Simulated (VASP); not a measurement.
Method: PBE GGA, VASP's PBE PAW potentials (set 64) (plane waves; VASP 6.6.1).

VASP input:

POSCAR:
```
Pt2C
1
    3.0116670000     0.0000000000     0.0000000000
   -1.5058330000     2.6081800000     0.0000000000
    0.0000000000     0.0000000000     4.8584440000
C Pt
1 2
Direct
  0.0000000000   0.0000000000   0.0000000000
  0.3333330000   0.6666670000   0.2520000000
  0.6666670000   0.3333330000   0.7480000000
```

### KPOINTS
```
Automatic mesh
0
Gamma
  9 9 5
0 0 0
```

**INCAR**
```
SYSTEM = Pt2C
PREC = Accurate; ENCUT = 400; LREAL = .FALSE.
LASPH = .TRUE.
EDIFF = 1E-6; NELM = 100; ALGO = Normal
LMAXMIX = 6
ISMEAR = 0; SIGMA = 0.136
GGA = PE
IBRION = 2; NSW = 50; ISIF = 3
EDIFFG = -0.01
LWAVE = .FALSE.; LCHARG = .FALSE.
```

POTCAR, in this order: C Pt (PBE.64 set). Program: vasp_std.

At this cut-off the stress carries a Pulay error, which pulls relaxed volumes low. Unless said otherwise, spin-orbit coupling is left out, though it shifts the bands of the heavy elements here.

Predict the energy per atom (σ→0), volume per atom, band gap (on the k-mesh).

```json
{
  "energy per atom (σ→0)": "-6.433 eV/atom",
  "band gap (on the k-mesh)": "none (metal, semimetal or under 0.01 eV)",
  "volume_per_atom": "12.91 Å³/atom"
}
```

### OSZICAR
```
...
  20 F= -.19304158E+02 E0= -.19299474E+02  d E =0.284928E-04
       N       E                     dE             d eps       ncg     rms          rms(c)
DAV:   1    -0.193044533751E+02   -0.29596E-03   -0.65828E-03  1600   0.737E-01    0.111E-01
DAV:   2    -0.193042261779E+02    0.22720E-03   -0.74925E-04  1640   0.257E-01    0.436E-02
DAV:   3    -0.193042017380E+02    0.24440E-04   -0.54031E-05  1840   0.529E-02    0.292E-02
DAV:   4    -0.193041979666E+02    0.37714E-05   -0.19032E-05  1904   0.342E-02    0.138E-02
DAV:   5    -0.193041974612E+02    0.50547E-06   -0.83245E-07   912   0.682E-03
  21 F= -.19304197E+02 E0= -.19299503E+02  d E =-.109904E-04
```

The structure was generated: Pt2C was put into an ordered model structure, which need not be its known phase. This run relaxes it. Symmetry was kept, so distortions that lower it aren't found. The k-mesh is coarse (spacing up to 0.31 per Å, 2π included), so the numbers may not be converged in it. The run is one of a series of settings (EDIFFG = -0.01, IBRION = 2, ISIF = 3, NSW = 50 against the base run), some of them coarse on purpose.
